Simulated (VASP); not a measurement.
Ir (fcc) is relaxed at rising pressure, each step from the one before. Symmetry mostly holds the structure type, and other phases were not tried. The mesh follows the cell, and a change of mesh leaves a small step in the series.

Here is the system:

```
Ir
1.0
    0.00000     1.91709     1.91709
    1.91709     0.00000     1.91709
    1.91709     1.91709     0.00000
Ir
1
Direct
  0.00000   0.00000   0.00000
```

All values below come from PBEsol GGA, VASP's PBE PAW potentials (set 64) (plane waves; VASP). Settings: 500 eV cut-off, 16×16×16 Γ-centred mesh, first-order Methfessel-Paxton smearing of 0.10 eV, potentials Ir.

Unless said otherwise, spin-orbit coupling is left out, though it shifts the bands of the heavy elements here.

```csv
P (GPa),V (Å³/atom),H − H(0) (eV/atom),space group,gap on the mesh (eV),k-mesh
0,14.09,0.000,Fm-3m,0.00,16×16×16
5,13.92,0.437,Fm-3m,0.00,16×16×16
10,(withheld),(withheld),Fm-3m,0.00,16×16×16
20,(withheld),(withheld),Fm-3m,0.00,17×17×17
30,13.19,2.537,Fm-3m,0.00,17×17×17
45,12.85,3.756,Fm-3m,0.00,17×17×17
```

**Question.** Complete the blanks.

**Answer.** 
- 10, V (Å³/atom): 13.76
- 10, H − H(0) (eV/atom): 0.869
- 20, V (Å³/atom): 13.45
- 20, H − H(0) (eV/atom): 1.706

Pressures at which the relaxation failed are left out.

The compound is Ir in the fcc structure.
